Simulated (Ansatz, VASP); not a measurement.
**GaN in two plane-wave programs**

Aim: how closely do two programs agree when they are given the same cell, functional and k mesh? The cell is taken from a series of runs on this material, whose earlier steps may have relaxed, scaled, displaced or heated it; both programs get it as it stands.

Main program and level: Ansatz 0.2.0; plane waves, with VASP 6.6.1 beside it; single point at PBE0.

## (1) The starting structure

Symmetry: P6_3mc, No. 186, hexagonal system. The conventional cell has a = 3.180 Å, b = 3.180 Å, c = 5.166 Å, α = 90.00°, β = 90.00°, γ = 120.00°. Ga has 4 N at 1.94 to 1.95 Å nearest. Nearest to N lie 4 Ga at 1.94 to 1.95 Å. Farther neighbours and most contacts between anions are not listed.

As a file:

```xyz
4
Lattice="3.1800 0.0000 0.0000 -1.5900 2.7540 0.0000 0.0000 0.0000 5.1660" Properties=species:S:1:pos:R:3 pbc="T T T"
Ga    0.0000    1.8360    0.0000
Ga    1.5900    0.9180    2.5830
N     0.0000    1.8360    1.9373
N     1.5900    0.9180    4.5203
```

## (2) VASP: single point, PBE0

With cell and atoms fixed, the geometry can't cause a difference; cores, projectors, grids and the points listed under the comparison can.

Lines of VASP's logs that name or quote its potential files are left out, and so is its time.

The run reads the wave functions of an earlier VASP run, which isn't shown here.

Contents of INCAR:

```
SYSTEM = GaN
PREC = Accurate
ENCUT = 520
EDIFF = 1E-06
NELM = 100
ISMEAR = 0
SIGMA = 0.01
LREAL = .FALSE.
ALGO = Normal
LHFCALC = .TRUE.
AEXX = 0.25
GGA = PE
LASPH = .TRUE.
NBANDS = 24
PRECFOCK = Fast
LORBIT = 11
LWAVE = .FALSE.
LCHARG = .FALSE.
KPAR = 8
ISIF = 2
```

Contents of POSCAR:

```
GaN
1.0
    3.1800000000      0.0000000000      0.0000000000
   -1.5900000000      2.7539607840      0.0000000000
    0.0000000000      0.0000000000      5.1660000000
Ga N
2 2
Direct
    0.3333333333      0.6666666667      0.0000000000
    0.6666666667      0.3333333333      0.5000000000
    0.3333333333      0.6666666667      0.3750000000
    0.6666666667      0.3333333333      0.8750000000
```

Contents of KPOINTS:

```
Automatic mesh
0
Gamma
6 6 4
0 0 0
```

Potentials, in the order of the species: Ga_d and N (PBE family, release 64).

On the command line:

```console
$ mpirun -np 8 vasp_std
```

Numbers of over 12 decimals in the logs are rounded to 6 here.

The program printed:

```text
[banner, memory and clock lines left out]
running    8 mpi-ranks, on    1 nodes
 distrk:  each k-point on    1 cores,    8 groups
 distr:  one band on    1 cores,    1 groups

 POSCAR found type information on POSCAR GaN
 POSCAR found :  2 types and       4 ions
|                                                                             |
|           W    W    AA    RRRRR   N    N  II  N    N   GGGG   !!!           |
|           W    W   A  A   R    R  NN   N  II  NN   N  G    G  !!!           |
|           W    W  A    A  R    R  N N  N  II  N N  N  G       !!!           |
|           W WW W  AAAAAA  RRRRR   N  N N  II  N  N N  G  GGG   !            |
|           WW  WW  A    A  R   R   N   NN  II  N   NN  G    G                |
|           W    W  A    A  R    R  N    N  II  N    N   GGGG   !!!           |
|                                                                             |
|     For optimal performance we recommend to set                             |
|       NCORE = 2 up to number-of-cores-per-socket                            |
|     NCORE specifies how many cores store one orbital (NPAR=cpu/NCORE).      |
|     This setting can greatly improve the performance of VASP for DFT.       |
|     The default, NCORE=1 might be grossly inefficient on modern             |
|     multi-core architectures or massively parallel machines. Do your        |
|     Unfortunately you need to use the default for GW and RPA                |
|     calculations (for HF NCORE is supported but not extensively tested      |
|     yet).                                                                   |
|                                                                             |

 LDA part: xc-table for (Slater+PW92), standard interpolation
 found WAVECAR, reading the header
 POSCAR, INCAR and KPOINTS ok, starting setup
 FFT: planning ... GRIDC
 FFT: planning ... GRID_SOFT
 FFT: planning ... GRID
 reading WAVECAR
 the WAVECAR file was read successfully
 initial charge from wavefunction
 entering main loop
       N       E                     dE             d eps       ncg     rms          rms(c)
DAV:   1    -0.313619337218E+02   -0.31362E+02   -0.11190E+00  1392   0.296E+01    0.747E-01
DAV:   2    -0.313665271189E+02   -0.45934E-02   -0.13684E-01  1512   0.676E+00    0.587E-01
DAV:   3    -0.313632366032E+02    0.32905E-02   -0.15989E-02  1576   0.246E+00    0.359E-01
DAV:   4    -0.313628727900E+02    0.36381E-03   -0.42319E-03  1512   0.676E-01    0.171E-01
DAV:   5    -0.313626967189E+02    0.17607E-03   -0.23227E-04  1240   0.144E-01    0.961E-02
DAV:   6    -0.313626250315E+02    0.71687E-04   -0.32459E-05  1232   0.534E-02    0.539E-02
DAV:   7    -0.313625991150E+02    0.25917E-04   -0.92181E-06  1136   0.263E-02    0.305E-02
DAV:   8    -0.313625898531E+02    0.92618E-05   -0.29219E-06  1000   0.163E-02    0.176E-02
DAV:   9    -0.313625864324E+02    0.34207E-05   -0.13919E-06   744   0.111E-02    0.104E-02
DAV:  10    -0.313625851217E+02    0.13107E-05   -0.56793E-07   616   0.758E-03    0.625E-03
DAV:  11    -0.313625845932E+02    0.52851E-06   -0.27211E-07   608   0.511E-03
   1 F= -.31362585E+02 E0= -.31362585E+02  d E =-.847586E-73
```

Parts of OUTCAR (step 2):

```text
ion  position               nearest neighbor table
   1  0.333  0.667  0.000-   3 1.94   4 1.95   4 1.95   4 1.95
   2  0.667  0.333  0.500-   4 1.94   3 1.95   3 1.95   3 1.95
   3  0.333  0.667  0.375-   1 1.94   2 1.95   2 1.95   2 1.95
   4  0.667  0.333  0.875-   2 1.94   1 1.95   1 1.95   1 1.95

  LATTYP: Found a hexagonal cell.
 ALAT       =     3.1800000000
 C/A-ratio  =     1.6245283019

 Subroutine GETGRP returns: Found 12 space group operations
 (whereof  6 operations were pure point group operations)

The static configuration has the point symmetry C_3v.
 The point group associated with its full space group is C_6v.

 Found     21 irreducible k-points:

   k-points           NKPTS =     21   k-points in BZ     NKDIM =    144   number of bands    NBANDS=     24

   dimension x,y,z NGX =    24 NGY =   24 NGZ =   40
   dimension x,y,z NGXF=    48 NGYF=   48 NGZF=   80

   ENCUT  =  520.0 eV  38.22 Ry    6.18 a.u.   5.91  5.91  9.61*2*pi/ulx,y,z

   NELECT =      36.0000    total number of electrons

 k-points in reciprocal lattice and weights: Automatic mesh
   0.00000000  0.00000000  0.00000000       0.007
   0.16666667  0.00000000  0.00000000       0.042
   0.33333333  0.00000000  0.00000000       0.042
   0.50000000  0.00000000  0.00000000       0.021
   0.16666667  0.16666667  0.00000000       0.042
   0.33333333  0.16666667  0.00000000       0.083
   0.33333333  0.33333333  0.00000000       0.014
   0.00000000  0.00000000  0.25000000       0.014
   0.16666667  0.00000000  0.25000000       0.083
[...]
0.33333333  0.16666667  0.50000000       0.083
   0.33333333  0.33333333  0.50000000       0.014

  exchange ACFDT corr.  =         0.00000000  see jH, gK, PRB 81, 115126

 average (electrostatic) potential at core
       1 -55.9592       2 -55.9592       3 -56.4185       4 -56.4185

 E-fermi :   4.3508

 k-point     1 :       0.0000    0.0000    0.0000
  band No.  band energies     occupation
    ...
     14       3.0656      2.00000
     15       3.0656      2.00000
     16       4.1718      2.00000
     17       4.2248      2.00000
     18       4.2248      2.00000
     19       8.1921      0.00000
     20      10.7124      0.00000
     21      16.0247      0.00000
     22      16.4919      0.00000
     23      16.4919      0.00000
    ...

 k-point     2 :       0.1667    0.0000    0.0000
  band No.  band energies     occupation
    ...
     14       1.2722      2.00000
     15       2.4360      2.00000
     16       2.5116      2.00000
     17       3.8517      2.00000
     18       3.9641      2.00000
     19       9.7582      0.00000
     20      12.0776      0.00000
     21      14.7275      0.00000
     22      15.5245      0.00000
     23      17.1464      0.00000
    ...

 k-point     3 :       0.3333    0.0000    0.0000
  band No.  band energies     occupation
    ...
     14      -1.1304      2.00000
     15       0.0003      2.00000
     16       1.6043      2.00000
     17       2.8220      2.00000
     18       3.4158      2.00000
     19      11.2708      0.00000
     20      12.2156      0.00000
     21      13.1183      0.00000
     22      15.2178      0.00000
     23      17.1484      0.00000
    ...

  Total        0.0800098      0.0800098      0.5578834      0.0000000      0.0000000      0.0000000
  in kB        2.8334417      2.8334417     19.7567170      0.0000000      0.0000000      0.0000000
  external PRESSURE =       8.4745334 kB  Pullay stress =       0.0000000 kB

  energy-cutoff  :      520.00
  volume of cell :       45.24
      direct lattice vectors                 reciprocal lattice vectors
     3.180000000  0.000000000  0.000000000     0.314465409  0.181556688  0.000000000
    -1.590000000  2.753960784  0.000000000     0.000000000  0.363113377  0.000000000
     0.000000000  0.000000000  5.166000000     0.000000000  0.000000000  0.193573364

 POSITION                                       TOTAL-FORCE (eV/Angst)
 -----------------------------------------------------------------------------------
     -0.00000      1.83597      0.00000         0.000000      0.000000     -0.153525
      1.59000      0.91799      2.58300        -0.000000     -0.000000     -0.153525
     -0.00000      1.83597      1.93725        -0.000000      0.000000      0.153525
      1.59000      0.91799      4.52025         0.000000     -0.000000      0.153525
 -----------------------------------------------------------------------------------
    total drift:                               -0.000002      0.000001     -0.000581

  FREE ENERGIE OF THE ION-ELECTRON SYSTEM (eV)
  ---------------------------------------------------
  free  energy   TOTEN  =       -31.3625845932 eV

  energy  without entropy=      -31.3625845932  energy(sigma->0) =      -31.36258459

 total charge
# of ion       s       p       d       tot
------------------------------------------
    1        0.753   0.903  10.207  11.863
    2        0.753   0.903  10.207  11.863
    3        1.220   2.551   0.000   3.771
    4        1.220   2.551   0.000   3.771
--------------------------------------------------
tot          3.947   6.907  20.414  31.268

[... 3 further parts left out ...]
```

The run ends at a pressure of 0.85 GPa, with forces up to 0.15 eV/Å.

(Continued in part 2 of 2.)

[Lines on the potential files, build, host, timing and source positions are cut from VASP's logs without a mark.]

[Logs are printed without paths, hosts, clocks, repeated set-up lines and the standing remarks that a program may print on its own settings, such as how far it seeks lower states.]

[Hosts, paths, dates, database ids (printed as entryN), source tags and the programs' standing remarks are cut or masked in the printed files.]
